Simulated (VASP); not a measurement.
# AlB3P4 (P-43m) in VASP: density of states with PBE

Aim: the density of states of AlB3P4 with PBE.

Program: VASP 6.6.1. These are calculated values, not measurements. Logs are shortened: lines on timing, memory, paths and dates and some standing lists are left out, and cuts for length are marked.

### 1 Starting point

It takes space group P-43m (No. 215, cubic). The conventional cell has a = 4.814 Å, b = 4.814 Å, c = 4.814 Å, α = 90.00°, β = 90.00°, γ = 90.00°. Al (site symmetry -43m) has 4 P at 2.24 Å as nearest neighbours. B (site symmetry -42m) is surrounded by 4 P at 2.04 Å. P (site symmetry 3m) has 3 B at 2.04 Å and 1 Al at 2.24 Å as nearest neighbours.

The cell was built by a generator and needn't be a form met in nature.

### 2 Density of states, PBE

Input file POSCAR:

```
AlB3P4                                  
1.0
    4.8136026701      0.0000000000      0.0000000000
    0.0000000000      4.8136026701      0.0000000000
    0.0000000000      0.0000000000      4.8136026701
  Al              B               P             
     1     3     4
Direct
     0.0000000000000000    0.0000000000000000    0.0000000000000000
     0.5000000000000000    0.5000000000000000    0.0000000000000000
     0.5000000000000000    0.0000000000000000    0.5000000000000000
     0.0000000000000000    0.5000000000000000    0.5000000000000000
     0.7315552363213982    0.2684447636786018    0.7315552363213982
     0.7315552363213982    0.7315552363213982    0.2684447636786018
     0.2684447636786018    0.7315552363213982    0.7315552363213982
     0.2684447636786018    0.2684447636786018    0.2684447636786018
```

Input file INCAR.step1:

```
ALGO = Normal
EDIFF = 1E-6
ENCUT = 520
GGA = PE
ISIF = 2
ISMEAR = 0
KPAR = 2
LASPH = T
LCHARG = T
LREAL = F
LWAVE = F
NELM = 60
PREC = Accurate
SIGMA = 0.03
```

Input file KPOINTS.step1:

```
k-points
0
Gamma
  6 6 6
```

Input file INCAR.step2:

```
ALGO = Normal
EDIFF = 1E-6
ENCUT = 520
GGA = PE
ICHARG = 11
ISIF = 2
ISMEAR = -5
KPAR = 2
LASPH = T
LCHARG = F
LORBIT = 11
LREAL = F
LWAVE = F
NEDOS = 2001
NELM = 60
PREC = Accurate
SIGMA = 0.03
```

Input file KPOINTS.step2:

```
k-points
0
Gamma
  9 9 9
```

Potentials or basis: VASP PAW PBE potentials, release 64 (Al, B, P).

Run with:

```console
$ cat potpaw_PBE.64/Al/POTCAR potpaw_PBE.64/B/POTCAR potpaw_PBE.64/P/POTCAR > POTCAR
$ cp INCAR.step1 INCAR
$ cp KPOINTS.step1 KPOINTS
$ mpirun -np 2 vasp_std > vasp.out
$ cp INCAR.step2 INCAR
$ cp KPOINTS.step2 KPOINTS
$ mpirun -np 2 vasp_std > vasp.out
```

OUTCAR:

```text
EDIFF = 1E-6
   ENCUT = 520
   GGA = PE
   ICHARG = 11
   ISIF = 2
   ISMEAR = -5
   LASPH = T
   LORBIT = 11
   LREAL = F
   NELM = 60
   PREC = Accurate

 ion  position               nearest neighbor table
   1  0.000  0.000  0.000-   5 2.24   6 2.24   7 2.24   8 2.24
   2  0.500  0.500  0.000-   5 2.04   6 2.04   7 2.04   8 2.04
   3  0.500  0.000  0.500-   5 2.04   6 2.04   7 2.04   8 2.04
   4  0.000  0.500  0.500-   5 2.04   6 2.04   7 2.04   8 2.04
   5  0.732  0.268  0.732-   2 2.04   3 2.04   4 2.04   1 2.24
   6  0.732  0.732  0.268-   2 2.04   3 2.04   4 2.04   1 2.24
   7  0.268  0.732  0.732-   2 2.04   3 2.04   4 2.04   1 2.24
   8  0.268  0.268  0.268-   2 2.04   3 2.04   4 2.04   1 2.24

  LATTYP: Found a simple cubic cell.
 ALAT       =     4.8136026701

  Lattice vectors:

 A1 = (   4.8136026701,   0.0000000000,   0.0000000000)
 A2 = (   0.0000000000,   4.8136026701,   0.0000000000)
 A3 = (   0.0000000000,   0.0000000000,   4.8136026701)

Analysis of symmetry for initial positions (statically):
=====================================================================
 Subroutine PRICEL returns:
 Original cell was already a primitive cell.

 Routine SETGRP: Setting up the symmetry group for a
 simple cubic supercell.

 Subroutine GETGRP returns: Found 24 space group operations
 (whereof 24 operations were pure point group operations)
 out of a pool of 48 trial point group operations.

The static configuration has the point symmetry T_d .

Analysis of symmetry for dynamics (positions and initial velocities):
=====================================================================
 Subroutine PRICEL returns:
 Original cell was already a primitive cell.

 Routine SETGRP: Setting up the symmetry group for a
 simple cubic supercell.

 Subroutine GETGRP returns: Found 24 space group operations
 (whereof 24 operations were pure point group operations)
 out of a pool of 48 trial point group operations.

The dynamic configuration has the point symmetry T_d .

 Subroutine INISYM returns: Found 24 space group operations
 (whereof 24 operations are pure point group operations),
 and found     1 'primitive' translations

----------------------------------------------------------------------------------------

                                     Primitive cell

  volume of cell :     111.5349

  direct lattice vectors                    reciprocal lattice vectors
     4.813602670  0.000000000  0.000000000     0.207744608  0.000000000  0.000000000
     0.000000000  4.813602670  0.000000000     0.000000000  0.207744608  0.000000000
     0.000000000  0.000000000  4.813602670     0.000000000  0.000000000  0.207744608

  length of vectors
     4.813602670  4.813602670  4.813602670     0.207744608  0.207744608  0.207744608

  position of ions in fractional coordinates (direct lattice)
     0.000000000  0.000000000  0.000000000
     0.500000000  0.500000000  0.000000000
     0.500000000  0.000000000  0.500000000
     0.000000000  0.500000000  0.500000000
     0.731555236  0.268444764  0.731555236
     0.731555236  0.731555236  0.268444764
     0.268444764  0.731555236  0.731555236
     0.268444764  0.268444764  0.268444764

  ion indices of the primitive-cell ions
   primitive index   ion index
                 1           1
                 2           2
                 3           3
                 4           4
                 5           5
                 6           6
                 7           7
                 8           8

----------------------------------------------------------------------------------------

 KPOINTS: k-points

Automatic generation of k-mesh.
 Grid dimensions read from file:
 generate k-points for:    9    9    9

 Generating k-lattice:

  Cartesian coordinates                     Fractional coordinates (reciprocal lattice)
     0.023082734  0.000000000  0.000000000     0.111111111  0.000000000  0.000000000
     0.000000000  0.023082734  0.000000000     0.000000000  0.111111111  0.000000000
     0.000000000  0.000000000  0.023082734     0.000000000  0.000000000  0.111111111

  Length of vectors
     0.023082734  0.023082734  0.023082734

  Shift w.r.t. Gamma in fractional coordinates (k-lattice)
     0.000000000  0.000000000  0.000000000

 TETIRR: Found    353 inequivalent tetrahedra from     4374

 Subroutine IBZKPT returns following result:
 ===========================================

 Found     35 irreducible k-points:

 Following reciprocal coordinates:
            Coordinates               Weight
  0.000000  0.000000  0.000000      1.000000
  0.111111  0.000000  0.000000      6.000000
  0.222222  0.000000  0.000000      6.000000
  0.333333  0.000000  0.000000      6.000000
  0.444444  0.000000  0.000000      6.000000
  0.111111  0.111111  0.000000     12.000000
[... 16 lines left out ...]
  0.333333  0.333333  0.111111     24.000000
  0.444444  0.333333  0.111111     48.000000
 [... further k-points ...]
   k-points           NKPTS =     35   k-points in BZ     NKDIM =     35   number of bands    NBANDS=     21
   number of dos      NEDOS =   2001   number of ions     NIONS =      8
   total plane-waves  NPLWV =  46656
   dimension x,y,z NGX =    36 NGY =   36 NGZ =   36
   dimension x,y,z NGXF=    72 NGYF=   72 NGZF=   72
   ions per type =               1   3   4
   NGX,Y,Z   is equivalent  to a cutoff of  12.43, 12.43, 12.43 a.u.
   NGXF,Y,Z  is equivalent  to a cutoff of  24.87, 24.87, 24.87 a.u.
 SYSTEM =  unknown system
   PREC   = accura    normal or accurate (medium, high low for compatibility)
   ISTART =      0    job   : 0-new  1-cont  2-samecut
   ICHARG =     11    charge: 1-file 2-atom 10-const
   ISPIN  =      1    spin polarized calculation?
   LNONCOLLINEAR =      F non collinear calculations
   LSORBIT =      F    spin-orbit coupling
   LASPH  =      T    aspherical Exc in radial PAW
   ENCUT  =  520.0 eV  38.22 Ry    6.18 a.u.   8.95  8.95  8.95*2*pi/ulx,y,z
   NELM   =     60;   NELMIN=  2; NELMDL=  0     # of ELM steps
   EDIFF  = 0.1E-05   stopping-criterion for ELM
   LREAL  =      F    real-space projection
   EDIFFG = 0.1E-04   stopping-criterion for IOM
   NSW    =      0    number of steps for IOM
   IBRION =     -1    ionic relax: 0-MD 1-quasi-New 2-CG
   NFREE  =      0    steps in history (QN), initial steepest desc. (CG)
   ISIF   =      2    stress and relaxation
   ISYM   =      2    0-nonsym 1-usesym 2-fastsym
   POTIM  = 0.5000    time-step for ionic-motion
   TEBEG  =    0.0;   TEEND  =   0.0 temperature during run
   PSTRESS=    0.0 pullay stress
   NELECT =      32.0000    total number of electrons
   NUPDOWN=      -1.0000    fix difference up-down
   EMIN   =  10.00;   EMAX   =-10.00  energy-range for DOS
   EFERMI =   0.00;   METHOD = LEGACY
   ISMEAR =    -5;   SIGMA  =   0.03  broadening in eV -4-tet -1-fermi 0-gaus
   EFERMI_NEDOS =   21; number of points for ismear=-14 and -15
   IALGO  =     38    algorithm
   IMIX   =      4    mixing-type and parameters
     AMIX     =   0.40;   BMIX     =  1.00
     AMIX_MAG =   1.60;   BMIX_MAG =  1.00
  volume/ion in A,a.u.               =      13.94        94.08
  Fermi-wavevector in a.u.,A,eV,Ry     =   1.079745  2.040422 15.862346  1.165850
  Thomas-Fermi vector in A             =   2.215718
   LORBIT       =     11    0 simple, 1 ext, 2 COOP (PROOUT), +10 PAW based schemes
   GGA     = PE    functional components
   LHFCALC =     F    Hartree Fock is set to
   AEXX    =    0.0000 exact exchange contribution
   IVDW    =     0    specifies the selected vdW correction
   LEPSILON=     F    determine dielectric tensor
   LRPA    =     F    only Hartree local field effects (RPA)
 non-spin polarized calculation
 Fermi weights with tetrahedron method with Bloechl corrections
  energy-cutoff  :      520.00
  volume of cell :      111.53
 maximum number of plane-waves:      3037
 NGX is ok and might be reduce to    36

 number of electron      32.0000002 magnetization

 Free energy of the ion-electron system (eV)
  ---------------------------------------------------
  ext. energy  EPLUGINS =         0.00000000
  ---------------------------------------------------
  free energy    TOTEN  =       -47.10797239 eV

  energy without entropy =      -47.10797239  energy(sigma->0) =      -47.10797239

 E-fermi :   6.6951     XC(G=0): -10.3199

 val. band max:        6.6892551157   @ k =   0.0000   0.0000   0.0000
 cond. band min:       7.6421447398   @ k =   0.0000   0.0000   0.0000
 fundamental gap:      0.9528896241
 Fermi energy:         6.6950908165

 k-point     1 :       0.0000    0.0000    0.0000
  band No.  band energies     occupation
      1      -7.8148      2.00000
      2      -3.7420      2.00000
      3      -3.7420      2.00000
      4      -3.7420      2.00000
      5      -1.7560      2.00000
      6      -1.7560      2.00000
[... 13 lines left out ...]
     20       7.8066      0.00000
     21       8.0481      0.00000

 k-point     2 :       0.1111    0.0000    0.0000
  band No.  band energies     occupation
      1      -7.7523      2.00000
      2      -4.1009      2.00000
      3      -3.7235      2.00000
      4      -3.7235      2.00000
      5      -1.7253      2.00000
      6      -1.4338      2.00000
[... 13 lines left out ...]
     20       8.1322      0.00000
     21       8.3464      0.00000
[... 487 lines left out ...]
      5      -0.9329      2.00000
      6      -0.1648      2.00000
[... 13 lines left out ...]
     20      10.7376      0.00000
     21      10.8292      0.00000

 k-point    24 :       0.4444    0.3333    0.1111
  band No.  band energies     occupation
      1      -6.3530      2.00000
      2      -5.5706      2.00000
      3      -4.8429      2.00000
      4      -4.2631      2.00000
      5      -0.8347      2.00000
      6      -0.3246      2.00000
[... 13 lines left out ...]
     20      10.6780      0.00000
     21      10.8450      0.00000

 [... further k-points ...]
[... 5 lines left out ...]
  --------------------------------------------------------------------------------------
  -------------------------------------------------------------------------------------
  Total       -0.0206684     -0.0206684     -0.0206684      0.0000000     -0.0000000      0.0000000
  in kB       -0.2968974     -0.2968974     -0.2968974      0.0000000     -0.0000000      0.0000000
  external PRESSURE =      -0.2968974 kB  Pullay stress =       0.0000000 kB

 VOLUME and BASIS-vectors are now :
 -----------------------------------------------------------------------------
  energy-cutoff  :      520.00
  volume of cell :      111.53
      direct lattice vectors                 reciprocal lattice vectors
     4.813602670  0.000000000  0.000000000     0.207744608  0.000000000  0.000000000
     0.000000000  4.813602670  0.000000000     0.000000000  0.207744608  0.000000000
     0.000000000  0.000000000  4.813602670     0.000000000  0.000000000  0.207744608

 POSITION                                       TOTAL-FORCE (eV/Angst)
 -----------------------------------------------------------------------------------
      0.00000      0.00000      0.00000         0.000000     -0.000000      0.000000
      2.40680      2.40680      0.00000         0.000000     -0.000000      0.000000
      2.40680      0.00000      2.40680         0.000000     -0.000000      0.000000
      0.00000      2.40680      2.40680         0.000000     -0.000000      0.000000
      3.52142      1.29219      3.52142         0.000670     -0.000670      0.000670
      3.52142      3.52142      1.29219         0.000670      0.000670     -0.000670
      1.29219      3.52142      3.52142        -0.000670      0.000670      0.000670
      1.29219      1.29219      1.29219        -0.000670     -0.000670     -0.000670
 -----------------------------------------------------------------------------------
    total drift:                               -0.000000     -0.000000     -0.000000

  FREE ENERGIE OF THE ION-ELECTRON SYSTEM (eV)
  ---------------------------------------------------
  free  energy   TOTEN  =       -47.1079723918 eV

  energy  without entropy=      -47.1079723918  energy(sigma->0) =      -47.10797239

 total charge

# of ion       s       p       d       tot
------------------------------------------
    1        0.427   0.500   0.000   0.927
    2        0.642   1.127   0.000   1.769
    3        0.642   1.127   0.000   1.769
    4        0.642   1.127   0.000   1.769
    5        0.998   1.568   0.000   2.566
    6        0.998   1.568   0.000   2.566
    7        0.998   1.568   0.000   2.566
    8        0.998   1.568   0.000   2.566
--------------------------------------------------
tot          6.344  10.153   0.000  16.497
```

Run time: 17 s. Hardware: 2 MPI ranks of Intel Xeon 6975P-C (Granite Rapids), shared host; peak memory 0.22 GiB.

Results:

- Valence electrons inside the program's atomic spheres: Al 0.93; B 1.77; P 2.57

States per cell in windows of 1 eV (zero at the valence-band top; states under -8 eV left out):
```tsv
from (eV)	total	P5_p	P6_p	P7_p	P8_p	B2_p	B3_p
-8.0	3.23	0.15	0.15	0.15	0.15	0.06	0.06
-7.0	2.00	0.10	0.10	0.10	0.10	0.05	0.05
-6.0	2.40	0.14	0.14	0.14	0.14	0.10	0.10
-5.0	4.02	0.25	0.25	0.25	0.25	0.20	0.20
-4.0	4.76	0.33	0.33	0.33	0.33	0.30	0.30
-3.0	2.86	0.20	0.20	0.20	0.20	0.18	0.18
-2.0	3.06	0.25	0.25	0.25	0.25	0.09	0.09
-1.0	1.12	0.10	0.10	0.10	0.10	0.05	0.05
0.0	0.00	0.00	0.00	0.00	0.00	0.00	0.00
1.0	1.32	0.02	0.02	0.02	0.02	0.04	0.04
2.0	3.61	0.06	0.06	0.06	0.06	0.14	0.14
3.0	3.74	0.08	0.08	0.08	0.08	0.17	0.17
4.0	1.36	0.04	0.04	0.04	0.04	0.06	0.06
```
